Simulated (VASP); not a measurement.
Consider the following.

```
Nb3Sn
1.0
    5.31237     0.00000     0.00000
    0.00000     5.31237     0.00000
    0.00000     0.00000     5.31237
Nb Sn
6 2
Cartesian
  1.32809   0.00000   2.65618
  2.65618   1.32809   0.00000
  2.65618   3.98428   0.00000
  3.98428   0.00000   2.65618
  0.00000   2.65618   3.98428
  0.00000   2.65618   1.32809
  2.65618   2.65618   2.65618
  0.00000   0.00000   0.00000
```

Computed with PBE GGA, VASP's PBE PAW potentials (set 64) (plane waves; VASP). Settings: 400 eV cut-off, 7×7×7 Γ-centred mesh, tetrahedra with Blöchl corrections, potentials Nb_sv Sn_d.

The cores are frozen, which limits the accuracy of field gradients.

### Question
Give the principal components of the electric field gradient (V/Å²) and the asymmetry η at each nucleus.

### Answer

```
atom    Vxx    Vyy   Vzz     η
----  -----  -----  ----  ----
Nb1   -26.5  -26.5  53.0  0.00
Nb2   -26.5  -26.5  53.0  0.00
Nb3   -26.5  -26.5  53.0  0.00
Nb4   -26.5  -26.5  53.0  0.00
Nb5   -26.5  -26.5  53.0  0.00
Nb6   -26.5  -26.5  53.0  0.00
Sn7     0.0    0.0   0.0     -
Sn8     0.0    0.0   0.0     -
```

The compound is Nb3Sn in the A15 structure. It was relaxed first.
